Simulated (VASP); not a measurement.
These are PBE GGA, VASP's PBE PAW potentials (set 64) (plane waves; VASP 6.6.1) values and carry that method's errors.

VASP ran on this input.

POSCAR:
```
Cl
8.1206410
  0.2711864741  -0.3777239999   0.0000000000
  0.2711864741   0.3777239999   0.0000000000
  0.0000000000   0.0000000000   1.0000000000
Cl
4
direct
  0.8770000000   0.8770000000   0.8970000000
  0.6230000000   0.6230000000   0.3970000000
  0.3770000000   0.3770000000   0.6030000000
  0.1230000000   0.1230000000   0.1030000000
```

File KPOINTS:
```
kpoints
0
Gamma
 5 5 2
0.5 0.5 0.5
```

### INCAR
```
ALGO=Normal
EDIFF=1E-6
ENCUT=300
GGA=PE
ISIF=2
ISMEAR=-1
LASPH=T
LCHARG=F
LREAL=F
LWAVE=F
NELM=100
PREC=Accurate
SIGMA=0.02
SYSTEM=Cl
```

POTCAR, in this order: Cl (PBE.64 set). Program: vasp_std.

The run wrote:

### OUTCAR
```
 ion  position               nearest neighbor table
   1  0.877  0.877  0.897-   4 1.99
   2  0.623  0.623  0.397-   3 1.99
   3  0.377  0.377  0.603-   2 1.99
   4  0.123  0.123  0.103-   1 1.99
  LATTYP: Found a base centered orthorhombic cell.
 ALAT       =     4.4044160000
 B/A-ratio  =     1.3928570780
 C/A-ratio  =     1.8437497730
 Subroutine PRICEL returns:
 Original cell was already a primitive cell.
 Subroutine GETGRP returns: Found  8 space group operations
The static configuration has the point symmetry C_2h.
 The point group associated with its full space group is D_2h.
The dynamic configuration has the point symmetry C_2h.
 Subroutine INISYM returns: Found  8 space group operations
 Subroutine IBZKPT returns following result:
 Found      9 irreducible k-points:

 Following reciprocal coordinates:
            Coordinates               Weight
  0.100000  0.100000  0.250000      4.000000
  0.300000  0.100000  0.250000      8.000000
  0.500000  0.100000  0.250000      8.000000
 -0.300000  0.100000  0.250000      8.000000
 -0.100000  0.100000  0.250000      4.000000
  0.300000  0.300000  0.250000      4.000000
  0.500000  0.300000  0.250000      8.000000
 -0.300000  0.300000  0.250000      4.000000
  0.500000  0.500000  0.250000      2.000000
   k-points           NKPTS =      9   k-points in BZ     NKDIM =      9   number of bands    NBANDS=     18
   number of dos      NEDOS =    301   number of ions     NIONS =      4
   total plane-waves  NPLWV =  27648
   dimension x,y,z NGX =    24 NGY =   24 NGZ =   48
   dimension x,y,z NGXF=    48 NGYF=   48 NGZF=   96
   ions per type =               4
   PREC   = accura    normal or accurate (medium, high low for compatibility)
   ISTART =      0    job   : 0-new  1-cont  2-samecut
   ICHARG =      2    charge: 1-file 2-atom 10-const
   ISPIN  =      1    spin polarized calculation?
   LNONCOLLINEAR =      F non collinear calculations
   LSORBIT =      F    spin-orbit coupling
   INIWAV =      1    electr: 0-lowe 1-rand  2-diag
   ENCUT  =  300.0 eV  22.05 Ry    4.70 a.u.   5.33  5.33 11.47*2*pi/ulx,y,z
   NELM   =    100;   NELMIN=  2; NELMDL= -5     # of ELM steps
   EDIFF  = 0.1E-05   stopping-criterion for ELM
   LREAL  =      F    real-space projection
   NLSPLINE    = F    spline interpolate recip. space projectors
   LMAXMIX     =    2 max onsite mixed and CHGCAR
   VOSKOWN=      0    Vosko Wilk Nusair interpolation
   EDIFFG = 0.1E-04   stopping-criterion for IOM
   NSW    =      0    number of steps for IOM
   NBLOCK =      1;   KBLOCK =      1    inner block; outer block
   IBRION =     -1    ionic relax: 0-MD 1-quasi-New 2-CG
   NFREE  =      0    steps in history (QN), initial steepest desc. (CG)
   ISIF   =      2    stress and relaxation
   ISYM   =      2    0-nonsym 1-usesym 2-fastsym
   TEIN   =    0.0    initial temperature
   TEBEG  =    0.0;   TEEND  =   0.0 temperature during run
   SMASS  =  -3.00    Nose mass-parameter (am)
   PSTRESS=    0.0 pullay stress
   NELECT =      28.0000    total number of electrons
   EFERMI =   0.00;   METHOD = LEGACY
   ISMEAR =    -1;   SIGMA  =   0.02  broadening in eV -4-tet -1-fermi 0-gaus
   IALGO  =     38    algorithm
   LDIAG  =      T    sub-space diagonalisation (order eigenvalues)
   IMIX   =      4    mixing-type and parameters
     AMIX     =   0.40;   BMIX     =  1.00
     AMIX_MAG =   1.60;   BMIX_MAG =  1.00
     AMIN     =   0.10
   GGA     = PE    functional components
   VOSKOWN =     0    Vosko Wilk Nusair interpolation
   LHFCALC =     F    Hartree Fock is set to
   LHFONE  =     F    Hartree Fock one center treatment
   AEXX    =    0.0000 exact exchange contribution
...
```

File OSZICAR:
```
       N       E                     dE             d eps       ncg     rms          rms(c)
DAV:   1     0.148026822623E+03    0.14803E+03   -0.93561E+03   324   0.857E+02
DAV:   2     0.959775776682E+00   -0.14707E+03   -0.14439E+03   468   0.202E+02
DAV:   3    -0.762822514269E+01   -0.85880E+01   -0.85674E+01   382   0.596E+01
DAV:   4    -0.772413416749E+01   -0.95909E-01   -0.95878E-01   400   0.726E+00
DAV:   5    -0.772542793463E+01   -0.12938E-02   -0.12937E-02   382   0.833E-01    0.167E+01
DAV:   6    -0.738469732850E+01    0.34073E+00   -0.24536E-01   348   0.332E+00    0.110E+01
DAV:   7    -0.728117902686E+01    0.10352E+00   -0.54271E-01   356   0.480E+00    0.879E-01
DAV:   8    -0.726844501894E+01    0.12734E-01   -0.68103E-02   342   0.186E+00    0.407E-01
DAV:   9    -0.726860825886E+01   -0.16324E-03   -0.17529E-03   422   0.286E-01    0.913E-02
DAV:  10    -0.726872214459E+01   -0.11389E-03   -0.16843E-04   394   0.923E-02    0.627E-02
DAV:  11    -0.726872646337E+01   -0.43188E-05   -0.48647E-05   354   0.455E-02    0.958E-03
DAV:  12    -0.726872786768E+01   -0.14043E-05   -0.49735E-06   360   0.160E-02    0.466E-03
DAV:  13    -0.726872840733E+01   -0.53964E-06   -0.73937E-07   194   0.673E-03
   1 F= -.72687284E+01 E0= -.72687284E+01  d E =-.660354E-12
```

OUTCAR:
```
------------------------ aborting loop because EDIFF is reached ----------------------------------------
  FORCE on cell =-STRESS in cart. coord.  units (eV):
  Direction    XX          YY          ZZ          XY          YZ          ZX
  --------------------------------------------------------------------------------------
  Total        0.5394749      0.7997562      0.9651003      0.0000000      0.0000000     -0.0000000
  in kB        7.8784051     11.6795112     14.0941698      0.0000000      0.0000000     -0.0000000
  external PRESSURE =      11.2173620 kB  Pullay stress =       0.0000000 kB
  volume of cell :      109.71
      direct lattice vectors                 reciprocal lattice vectors
     2.202208000 -3.067361000  0.000000000     0.227044857 -0.163006571  0.000000000
     2.202208000  3.067361000  0.000000000     0.227044857  0.163006571  0.000000000
     0.000000000  0.000000000  8.120641000     0.000000000  0.000000000  0.123142988
 POSITION                                       TOTAL-FORCE (eV/Angst)
 -----------------------------------------------------------------------------------
      3.86267      0.00000      7.28421        -0.118444      0.000000     -0.261279
      2.74395      0.00000      3.22389         0.118444      0.000000     -0.261279
      1.66046      0.00000      4.89675        -0.118444      0.000000      0.261279
      0.54174      0.00000      0.83643         0.118444      0.000000      0.261279
 -----------------------------------------------------------------------------------
    total drift:                                0.000000      0.000000     -0.000000
  FREE ENERGIE OF THE ION-ELECTRON SYSTEM (eV)
  ---------------------------------------------------
  free  energy   TOTEN  =        -7.2687284073 eV

  energy  without entropy=       -7.2687284073  energy(sigma->0) =       -7.26872841
```
(Selected blocks of OUTCAR.)

OUTCAR:
```
 val. band max:       -0.1989241577   @ k =   0.1000   0.1000   0.2500

 cond. band min:       2.5431336624   @ k =  -0.1000   0.1000   0.2500


 Fermi energy:         0.3342025072

 k-point     1 :       0.1000    0.1000    0.2500
  band No.  band energies     occupation
      1     -16.9276      2.00000
      2     -16.7831      2.00000
      3     -12.7562      2.00000
      4     -12.3530      2.00000
      5      -5.5628      2.00000
      6      -4.9194      2.00000
      7      -3.0877      2.00000
      8      -2.9097      2.00000
      9      -2.5785      2.00000
     10      -2.5073      2.00000
     11      -0.7004      2.00000
     12      -0.4323      2.00000
     13      -0.3421      2.00000
     14      -0.1989      2.00000
     15       2.5691      0.00000
     16       3.0175      0.00000
     17       7.3557      0.00000
     18       7.6926      0.00000

 k-point     2 :       0.3000    0.1000    0.2500
  band No.  band energies     occupation
      1     -16.7966      2.00000
      2     -16.7265      2.00000
      3     -12.6520      2.00000
      4     -12.4627      2.00000
      5      -5.4886      2.00000
      6      -5.1084      2.00000
      7      -3.6182      2.00000
      8      -3.4320      2.00000
      9      -2.8591      2.00000
     10      -2.7327      2.00000
     11      -0.6089      2.00000
     12      -0.5536      2.00000
     13      -0.3006      2.00000
     14      -0.2367      2.00000
     15       2.7539      0.00000
     16       2.9626      0.00000
     17       8.3547      0.00000
     18       8.4433      0.00000

 k-point     3 :       0.5000    0.1000    0.2500
  band No.  band energies     occupation
      1     -16.7372      2.00000
      2     -16.7009      2.00000
      3     -12.5870      2.00000
      4     -12.4966      2.00000
      5      -5.3842      2.00000
      6      -5.2347      2.00000
      7      -3.8233      2.00000
      8      -3.7394      2.00000
      9      -2.8563      2.00000
...
```

At this cut-off the stress carries a Pulay error, which pulls relaxed volumes low.

The structure is a typed Cl crystal. The cell was not relaxed at this level, and its volume differs by -4.4 % from the start's.
